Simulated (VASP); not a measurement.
# BeAl (P-6m2) in VASP: reference runs

How does BeAl come out in PBE? The cell is run as given.

Program: VASP 6.6.1. These are calculated values, not measurements. Logs are shortened: lines on timing, memory, paths and dates and some standing lists are left out, and cuts for length are marked.

### Step 1. The structure

Symmetry: P-6m2, No. 187, hexagonal system. The conventional cell has a = 2.716 Å, b = 2.716 Å, c = 4.019 Å, α = 90.00°, β = 90.00°, γ = 120.00°. Around Be (site symmetry -6m2) lie 6 Al at 2.55 Å and 6 Be at 2.72 Å. Around Al (site symmetry -6m2) lie 6 Be at 2.55 Å and 6 Al at 2.72 Å.

The cell was built by a generator and needn't be a form met in nature.

### Step 2. Single point, PBE

INCAR reads:

```
PREC = Accurate
ENCUT = 520
EDIFF = 1E-7
ISMEAR = -1
SIGMA = 0.05
LREAL = False
LASPH = True
NELM = 80
ALGO = Normal
ISIF = 2
LWAVE = False
LCHARG = False
GGA = PE
NBANDS = 10
```

KPOINTS reads:

```
Automatic mesh
0
Gamma
  11 11 7
```

POSCAR reads:

```
BeAl
1.0
    2.7158600000      0.0000000000      0.0000000000
   -1.3579300000      2.3520000000      0.0000000000
    0.0000000000      0.0000000000      4.0190700000
Be Al
1 1
Direct
    0.0000000000      0.0000000000      0.0000000000
    0.3333300000      0.6666700000      0.5000000000
```

Potentials or basis: VASP PAW PBE potentials, release 64 (Be, Al).

On the command line:

```sh
$ cat potpaw_PBE.64/Be/POTCAR potpaw_PBE.64/Al/POTCAR > POTCAR
$ mpirun -np 1 vasp_std > vasp.out
```

OUTCAR:

```text
PREC = Accurate
   ENCUT = 520
   EDIFF = 1E-7
   ISMEAR = -1
   LREAL = False
   LASPH = True
   NELM = 80
   ISIF = 2
   GGA = PE

 ion  position               nearest neighbor table
   1  0.000  0.000  0.000-   2 2.55   2 2.55   2 2.55   2 2.55   2 2.55   2 2.55
   2  0.333  0.667  0.500-   1 2.55   1 2.55   1 2.55   1 2.55   1 2.55   1 2.55

  LATTYP: Found a hexagonal cell.
 ALAT       =     2.7158600000
 C/A-ratio  =     1.4798516860

  Lattice vectors:

 A1 = (   2.7158600000,   0.0000000000,   0.0000000000)
 A2 = (  -1.3579300000,   2.3520000000,   0.0000000000)
 A3 = (   0.0000000000,   0.0000000000,   4.0190700000)

Analysis of symmetry for initial positions (statically):
=====================================================================
 Subroutine PRICEL returns:
 Original cell was already a primitive cell.

 Routine SETGRP: Setting up the symmetry group for a
 hexagonal supercell.

 Subroutine GETGRP returns: Found  4 space group operations
 (whereof  4 operations were pure point group operations)
 out of a pool of 24 trial point group operations.

The static configuration has the point symmetry C_2v.

Analysis of symmetry for dynamics (positions and initial velocities):
=====================================================================
 Subroutine PRICEL returns:
 Original cell was already a primitive cell.

 Routine SETGRP: Setting up the symmetry group for a
 hexagonal supercell.

 Subroutine GETGRP returns: Found  4 space group operations
 (whereof  4 operations were pure point group operations)
 out of a pool of 24 trial point group operations.

The dynamic configuration has the point symmetry C_2v.

 Subroutine INISYM returns: Found  4 space group operations
 (whereof  4 operations are pure point group operations),
 and found     1 'primitive' translations

----------------------------------------------------------------------------------------

                                     Primitive cell

  volume of cell :      25.6726

  direct lattice vectors                    reciprocal lattice vectors
     2.715860000  0.000000000  0.000000000     0.368207492  0.212585034  0.000000000
    -1.357930000  2.352000000  0.000000000     0.000000000  0.425170068  0.000000000
[... 86 lines left out ...]
   LREAL  =      F    real-space projection
   EDIFFG = 0.1E-05   stopping-criterion for IOM
   NSW    =      0    number of steps for IOM
   IBRION =     -1    ionic relax: 0-MD 1-quasi-New 2-CG
   NFREE  =      0    steps in history (QN), initial steepest desc. (CG)
   ISIF   =      2    stress and relaxation
   ISYM   =      2    0-nonsym 1-usesym 2-fastsym
   POTIM  = 0.5000    time-step for ionic-motion
   TEBEG  =    0.0;   TEEND  =   0.0 temperature during run
   PSTRESS=    0.0 pullay stress
   NELECT =       5.0000    total number of electrons
   NUPDOWN=      -1.0000    fix difference up-down
   EMIN   =  10.00;   EMAX   =-10.00  energy-range for DOS
   EFERMI =   0.00;   METHOD = LEGACY
   ISMEAR =    -1;   SIGMA  =   0.05  broadening in eV -4-tet -1-fermi 0-gaus
   EFERMI_NEDOS =   21; number of points for ismear=-14 and -15
   IALGO  =     38    algorithm
   IMIX   =      4    mixing-type and parameters
     AMIX     =   0.40;   BMIX     =  1.00
     AMIX_MAG =   1.60;   BMIX_MAG =  1.00
  volume/ion in A,a.u.               =      12.84        86.62
  Fermi-wavevector in a.u.,A,eV,Ry     =   0.948946  1.793248 12.252021  0.900498
  Thomas-Fermi vector in A             =   2.077182
   LORBIT       =      0    0 simple, 1 ext, 2 COOP (PROOUT), +10 PAW based schemes
   GGA     = PE    functional components
   LHFCALC =     F    Hartree Fock is set to
   AEXX    =    0.0000 exact exchange contribution
   IVDW    =     0    specifies the selected vdW correction
   LEPSILON=     F    determine dielectric tensor
   LRPA    =     F    only Hartree local field effects (RPA)
 non-spin polarized calculation
  energy-cutoff  :      520.00
  volume of cell :       25.67
 maximum number of plane-waves:       707
   NGX = 11   NGY = 11   NGZ = 15

 number of electron       5.0000000 magnetization

 Free energy of the ion-electron system (eV)
  ---------------------------------------------------
  ext. energy  EPLUGINS =         0.00000000
  ---------------------------------------------------
  free energy    TOTEN  =        -6.84780781 eV

  energy without entropy =       -6.84319248  energy(sigma->0) =       -6.84550014

 E-fermi :   7.2523     XC(G=0): -10.1707

 val. band max:        7.1654489360   @ k =  -0.1818   0.4545   0.1429
 cond. band min:       7.3266285489   @ k =  -0.4545   0.2727   0.0000
 fundamental gap:      0.1611796129
 Fermi energy:         7.2523028462

 k-point     1 :       0.0000    0.0000    0.0000
  band No.  band energies     occupation
      1      -3.8308      2.00000
      2       3.5537      2.00000
      3       5.9740      2.00000
      4      16.9579      0.00000
      5      16.9580      0.00000
      6      20.9480      0.00000
      7      20.9480      0.00000
      8      23.7282      0.00000
      9      24.1358      0.00000
     10      24.1456      0.00000
[... 287 lines left out ...]
 k-point    24 :       0.4545    0.4545    0.0000
  band No.  band energies     occupation
      1       2.2893      2.00000
      2       2.6311      2.00000
      3       8.8046      0.00000
      4      10.2627      0.00000
      5      11.2763      0.00000
      6      11.3230      0.00000
      7      13.5339      0.00000
      8      18.1240      0.00000
      9      19.6193      0.00000
     10      20.1571      0.00000

 [... further k-points ...]

------------------------ aborting loop because EDIFF is reached ----------------------------------------

  FORCE on cell =-STRESS in cart. coord.  units (eV):
  Direction    XX          YY          ZZ          XY          YZ          ZX
  --------------------------------------------------------------------------------------
  -------------------------------------------------------------------------------------
  Total        0.0683674      0.0683661     -0.1961236     -0.0000009      0.0000000      0.0000000
  in kB        4.2666717      4.2665907    -12.2396847     -0.0000584      0.0000000      0.0000000
  external PRESSURE =      -1.2354741 kB  Pullay stress =       0.0000000 kB

 VOLUME and BASIS-vectors are now :
 -----------------------------------------------------------------------------
  energy-cutoff  :      520.00
  volume of cell :       25.67
      direct lattice vectors                 reciprocal lattice vectors
     2.715860000  0.000000000  0.000000000     0.368207492  0.212585034  0.000000000
    -1.357930000  2.352000000  0.000000000     0.000000000  0.425170068  0.000000000
     0.000000000  0.000000000  4.019070000     0.000000000  0.000000000  0.248813780

 POSITION                                       TOTAL-FORCE (eV/Angst)
 -----------------------------------------------------------------------------------
      0.00000      0.00000      0.00000        -0.000025      0.000015      0.000000
     -0.00001      1.56801      2.00954         0.000025     -0.000015      0.000000
 -----------------------------------------------------------------------------------
    total drift:                               -0.000001     -0.000002      0.000000

  FREE ENERGIE OF THE ION-ELECTRON SYSTEM (eV)
  ---------------------------------------------------
  free  energy   TOTEN  =        -6.8478078120 eV

  energy  without entropy=       -6.8431924761  energy(sigma->0) =       -6.84550014
```

OSZICAR:

```text
N       E                     dE             d eps       ncg     rms          rms(c)
DAV:   1    -0.867877435449E+00   -0.86788E+00   -0.20119E+03  2880   0.362E+02
DAV:   2    -0.675975156997E+01   -0.58919E+01   -0.56921E+01  3788   0.536E+01
DAV:   3    -0.689405656110E+01   -0.13430E+00   -0.13393E+00  3730   0.617E+00
DAV:   4    -0.689478757618E+01   -0.73102E-03   -0.73093E-03  3526   0.539E-01
DAV:   5    -0.689480004084E+01   -0.12465E-04   -0.12465E-04  3534   0.637E-02    0.169E+00
DAV:   6    -0.686377837677E+01    0.31022E-01   -0.18333E-02  3438   0.494E-01    0.984E-01
DAV:   7    -0.684832600169E+01    0.15452E-01   -0.12496E-02  3518   0.454E-01    0.139E-01
DAV:   8    -0.684783024634E+01    0.49576E-03   -0.87396E-04  3290   0.127E-01    0.593E-02
DAV:   9    -0.684780834066E+01    0.21906E-04   -0.45509E-05  3588   0.406E-02    0.270E-02
DAV:  10    -0.684780801377E+01    0.32689E-06   -0.27860E-06  3316   0.677E-03    0.892E-03
DAV:  11    -0.684780783596E+01    0.17781E-06   -0.47885E-07  3344   0.291E-03    0.239E-03
DAV:  12    -0.684780781200E+01    0.23961E-07   -0.24998E-08  1740   0.944E-04
   1 F= -.68478078E+01 E0= -.68455001E+01  d E =-.461534E-02
```

stdout:

```text
POSCAR found type information on POSCAR BeAl
 POSCAR found :  2 types and       2 ions
 scaLAPACK will be used
 LDA part: xc-table for (Slater+PW92), standard interpolation
 POSCAR, INCAR and KPOINTS ok, starting setup
 FFT: planning ... GRIDC
 FFT: planning ... GRID_SOFT
 FFT: planning ... GRID
 WAVECAR not read
 entering main loop
```

Wall time 12 s (1 thread of Intel Xeon 6975P-C (Granite Rapids), shared host); peak memory 0.15 GiB.

What came out:

```
Free energy            : -6.8478 eV
Pressure               : -0.1 GPa
Band gap on the k mesh : none (metal or under the smearing width)
```
